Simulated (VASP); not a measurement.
The system is NaF (Villiaumite).

```
Na F
1.0
     0.00000    2.32000    2.32000
     2.32000    0.00000    2.32000
     2.32000    2.32000    0.00000
Na F
1 1
Direct
  0.00000 0.00000 0.00000
  0.50000 0.50000 0.50000
```

| Quantity | Value |
| --- | --- |
| Program | VASP 6.6.1 |
| Task | relaxation of cell and atoms |
| Functional | LDA |
| Potentials or basis | VASP PAW LDA potentials, release 64 (Na_pv, F) |
| Cutoff | 600 eV |
| k mesh | 10 × 10 × 10 |
| Occupations | gaussian, width 0.03 eV |
| Spin | no spin polarisation |

At the start: pressure -4.7 GPa; volume 12.49 Å³/atom.

Q: How do energy, volume and symmetry change on relaxing?

A: Over 3 steps the energy falls by 17.9 meV/atom and the volume is 11.38 Å³/atom (-8.9 %); space group Fm-3m (No. 225, to 0.05 Å).

Step by step:
| step | energy change (eV) | largest force (eV/Å) | pressure (GPa) | volume (Å³) |
| --- | --- | --- | --- | --- |
| 1 | 0.0000 | 0.0000 | -4.71 | 24.97 |
| 2 | -0.0288 | 0.0000 | -2.29 | 23.67 |
| 3 | -0.0358 | 0.0000 | -0.08 | 22.75 |

Final structure:
```
Na F
1.0
     0.00000    2.24909    2.24909
     2.24909    0.00000    2.24909
     2.24909    2.24909    0.00000
Na F
1 1
Direct
  0.00000 0.00000 0.00000
  0.50000 0.50000 0.50000
```
